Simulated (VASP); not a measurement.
```
InPd
1.0
    3.29393     0.00000     0.00000
    0.00000     3.29393     0.00000
    0.00000     0.00000     3.29393
In Pd
1 1
Direct
  0.50000   0.50000   0.50000
  0.00000   0.00000   0.00000
```

Level of theory: PBE GGA with D3 dispersion (Becke-Johnson damping), VASP's PBE PAW potentials (set 64) (plane waves; VASP). Settings: 520 eV cut-off, 11×11×11 Γ-centred mesh, first-order Methfessel-Paxton smearing of 0.10 eV, potentials In_d Pd.

Unless said otherwise, spin-orbit coupling is left out, though it shifts the bands of the heavy elements here.

### Question
Estimate the energy per atom (σ→0), pressure, band gap (on the k-mesh) with the smallest direct gap where there is one.

### Answer

The band gap (on the k-mesh) comes out as none (metal, semimetal or under 0.01 eV) and the energy per atom (σ→0) comes out as -4.898 eV/atom. The pressure comes out as -3.82 GPa.

Total energies compare only between runs with the same potentials, cut-off and functional.

The compound is PdIn in the CsCl type structure. This cell is one point of a volume scan, at 1.03 of the reference volume. The electron count is odd and the run is not spin-polarised, which forces a metal.
